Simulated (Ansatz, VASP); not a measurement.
# Cross-check of B2Pd between VASP and Ansatz, part 2 of 2

Wanted: the spread between two codes on one cell, functional and k mesh. The cell is generated by rule, not measured, and may not be a known phase. Of the first pair: The two relaxations start from unlike cells of this crystal (the structure described is Ansatz's start), so only their ends are compared.

VASP 6.6.1 and Ansatz 0.2.0.

So far: The starting structure; Ansatz: relaxation of cell and atoms, PBEsol, pair 1; VASP: relaxation of cell and atoms, PBEsol, pair 1; Comparison.

### 5. Ansatz: relaxation of cell and atoms, PBEsol, pair 2

Level of this step: Ansatz beside VASP: Kohn-Sham DFT, plane waves, PBEsol (Ansatz).

The relaxed volume is the usual yardstick between codes: in a stiff, nearly cubic crystal its relative difference is about their pressure difference at one cell divided by the bulk modulus. Its start cell is another than that of the pair before, and may be another structure of the material.

The cell is taken from a series of runs on this material, whose earlier steps may have relaxed, scaled, displaced or heated it; both programs get it as it stands.

input.yaml reads:

```yaml
crystal:
  lattice:
    - [0.0, 2.503370769, 2.503370769]
    - [2.503370769, 0.0, 2.503370769]
    - [2.503370769, 2.503370769, 0.0]
  atoms:
    - { symbol: B, position: [0.25, 0.25, 0.25] }
    - { symbol: B, position: [0.75, 0.75, 0.75] }
    - { symbol: Pd, position: [0.0, 0.0, 0.0] }
kpoints:
  mp_grid: { grid: [12, 12, 12] }
hamiltonian:
  xc: pbesol
  pseudopotentials: { kind: nc }
scf:
  occupations: { method: gaussian, width: 0.1 }
output:
  forces: true
  stress: true
  eigenvalues: true
  write_density: true
  write_potential: true
  elf: true
  volumetric_format: npy
relax:
  adjacent_minimum: "off"
  f_tol: 0.005
  max_steps: 80
  cell: { stress_tol: 0.05 }
```

Started as:

```bash
> ansatz run input.yaml --threads 4 --pin off --max-ram 7168MiB --backend cpu --events-out ev --progress --plain --runs-dir out
```

Numbers of over 12 decimals in the logs are rounded to 6 here.

The log of the run:

```text
[...]
Crystal: 3 atoms, lattice volume = 31.377 Å³
Basis set: ecut = 1115.666836 eV, 2685 PW (Γ), exchange–correlation on 80×80×80 points (8 copies of the dense FFT grid, shifted against one another)
Bands: 16, of which v1, the nominal top of the filled ones, is band 12 counted from 1 (11 counted from 0)
Symmetry: 48 space group operations
[...]
k-points: 72 of 1728
[...]
k-point 71: bands = [... 8 lower, 9.7646, 10.7834, 10.7834, 11.2353, 13.2891, 19.3001, 19.3001, 20.9316]
--- Relaxed structure (2 steps of the walk, 2 accepted, 1 SCFs on fresh bases) ---
[...]
cell:  # Å, volume = 31.3571 Å³
    - [0, 2.502854, 2.502854]
    - [2.502854, 0, 2.502854]
    - [2.502854, 2.502854, 0]
  atoms:
    - { symbol: B, position: [0.25, 0.25, 0.25] }
    - { symbol: B, position: [0.75, 0.75, 0.75] }
    - { symbol: Pd, position: [0, 0, 0] }
[key lines of the parts left out:]
SCF converged after 4 iterations
Free energy (F): -3827.330081 eV
Fermi energy:    14.258092 eV
P = ⅓ Tr σ = -0.0177 GPa (-0.177 kbar)
```

### 6. VASP: relaxation of cell and atoms, PBEsol, pair 2

The same cell, functional, mesh and smearing now go to VASP, with its own data sets.

INCAR reads:

```
SYSTEM = B2Pd
PREC = Accurate
ENCUT = 500
EDIFF = 1E-07
NELM = 120
ISMEAR = 0
SIGMA = 0.1
LREAL = .FALSE.
ALGO = Normal
GGA = PS
NBANDS = 14
LASPH = .TRUE.
LORBIT = 11
LWAVE = .FALSE.
LCHARG = .FALSE.
ISIF = 3
IBRION = 2
NSW = 80
EDIFFG = -0.005
GGA_COMPAT = .FALSE.
NELMIN = 4
KPAR = 2
```

POSCAR reads:

```
B2Pd
1.0
    0.0000000000      2.5033710000      2.5033710000
    2.5033710000      0.0000000000      2.5033710000
    2.5033710000      2.5033710000      0.0000000000
B Pd
2 1
Direct
    0.2499999001      0.2499999001      0.2499999001
    0.7499999001      0.7499999001      0.7499999001
    0.0000000000      0.0000000000      0.0000000000
```

KPOINTS reads:

```
Automatic mesh
0
Gamma
12 12 12
0 0 0
```

PAW data sets: B and Pd (PBE family, release 64).

Started as:

```bash
> mpirun -np 2 vasp_std
```

The log of the run:

```text
[banner, memory and clock lines left out]
running    2 mpi-ranks, on    1 nodes
[...]
[... a notice as in an earlier step ...]

 LDA part: xc-table for (Slater+PW92), standard interpolation
 POSCAR, INCAR and KPOINTS ok, starting setup
[...]
entering main loop
       N       E                     dE             d eps       ncg     rms          rms(c)
DAV:   1     0.604153823554E+02    0.60415E+02   -0.72148E+03  2022   0.101E+03
DAV:   2    -0.175134265242E+02   -0.77929E+02   -0.71000E+02  2568   0.216E+02
DAV:   3    -0.194061605864E+02   -0.18927E+01   -0.18822E+01  2234   0.336E+01
DAV:   4    -0.194186564200E+02   -0.12496E-01   -0.12494E-01  2322   0.291E+00
[...]
DAV:  12    -0.177850398956E+02    0.16339E-05   -0.31434E-06  2088   0.227E-02    0.276E-03
DAV:  13    -0.177850400314E+02   -0.13587E-06   -0.50269E-07  2376   0.523E-03    0.568E-04
DAV:  14    -0.177850400459E+02   -0.14471E-07   -0.11237E-08  1110   0.889E-04
   1 F= -.17785040E+02 E0= -.17782964E+02  d E =-.177850E+02
[...]
DAV:   5    -0.177850302861E+02    0.51111E-05   -0.59523E-06  2136   0.240E-02    0.480E-03
DAV:   6    -0.177850302174E+02    0.68736E-07   -0.12835E-06  2132   0.923E-03    0.127E-03
DAV:   7    -0.177850302762E+02   -0.58831E-07   -0.27286E-08  1050   0.146E-03
   2 F= -.17785030E+02 E0= -.17782951E+02  d E =0.976967E-05
 trial-energy change:    0.000010  1 .order    0.000014   -0.000238    0.000265
 step:   0.4846(harm=  0.4725)  dis= 0.00000  next Energy=   -17.785098 (dE=-0.581E-04)
[...]
N       E                     dE             d eps       ncg     rms          rms(c)
DAV:   1    -0.177856057972E+02   -0.57558E-03   -0.58591E-03  2046   0.919E-01    0.159E-01
DAV:   2    -0.177851809989E+02    0.42480E-03   -0.20029E-03  2040   0.631E-01    0.589E-02
DAV:   3    -0.177851075329E+02    0.73466E-04   -0.16713E-04  2016   0.181E-01    0.237E-02
DAV:   4    -0.177850986603E+02    0.88726E-05   -0.39861E-05  2186   0.363E-02    0.538E-03
DAV:   5    -0.177850977916E+02    0.86879E-06   -0.16839E-06  2130   0.121E-02    0.244E-03
DAV:   6    -0.177850977737E+02    0.17874E-07   -0.32166E-07  2052   0.453E-03
   3 F= -.17785098E+02 E0= -.17783020E+02  d E =-.577278E-04
[...]
reached required accuracy - stopping structural energy minimisation
```

Parts of OUTCAR (step 6):

```text
  Total        0.0020273      0.0020273      0.0020273      0.0000000      0.0000000     -0.0000000
  in kB        0.1036879      0.1036879      0.1036879      0.0000000      0.0000000     -0.0000000
  external PRESSURE =       0.1036879 kB  Pullay stress =       0.0000000 kB

 POSITION                                       TOTAL-FORCE (eV/Angst)
 -----------------------------------------------------------------------------------
      1.25100      1.25100      1.25100        -0.000000     -0.000000     -0.000000
      3.75300      3.75300      3.75300         0.000000      0.000000      0.000000
      0.00000      0.00000      0.00000        -0.000000      0.000000     -0.000000
 -----------------------------------------------------------------------------------
    total drift:                                0.000033      0.000033      0.000033

  FREE ENERGIE OF THE ION-ELECTRON SYSTEM (eV)
  ---------------------------------------------------
  free  energy   TOTEN  =       -17.7850977737 eV

  energy  without entropy=      -17.7809423081  energy(sigma->0) =      -17.78302004

[... 1 part as in an earlier step ...]

[... 3 further parts left out ...]
[key lines of the parts left out:]
E-fermi :   8.1294
```

### 7. Comparison

What differs besides the data sets and the points named for the pairs above, as far as they apply: the data sets hold 24 valence electrons in Ansatz (on norm-conserving files, of PseudoDojo where its log says so) and 16 in VASP. Total energies have different zeros and are not compared.

Compared:

| quantity | Ansatz | VASP | difference |
| --- | --- | --- | --- |
| volume (Å³) | 31.36 | 31.33 | +0.10 % |
| edge a after relaxation, in the typed setting (Å) | 3.540 | 3.538 | +0.03 % |

### 8. Results

```yaml
difference_in_volume_relaxation_of_cell_and_atoms_pbesol_pair_1: 0.28 %
difference_in_volume_relaxation_of_cell_and_atoms_pbesol_pair_2: 0.10 %
```

In words: The difference in volume is 0.28 % (relaxation of cell and atoms, PBEsol, pair 1), within the 1.2 % picked in this series as the mark of a large difference, as far as the stopping tolerances let one tell. The data sets hold unlike numbers of valence electrons (24 in Ansatz and 16 in VASP), so part of the differences comes from the potentials. Such differences can come from data sets, numerical settings and the points named under the comparisons, not from the functional's error against experiment.

[Lines on the potential files, build, host, timing and source positions are cut from VASP's logs without a mark.]

[Logs are printed without paths, hosts, clocks, repeated set-up lines and the standing remarks that a program may print on its own settings, such as how far it seeks lower states.]

[Hosts, paths, dates, database ids (printed as entryN), source tags and the programs' standing remarks are cut or masked in the printed files.]
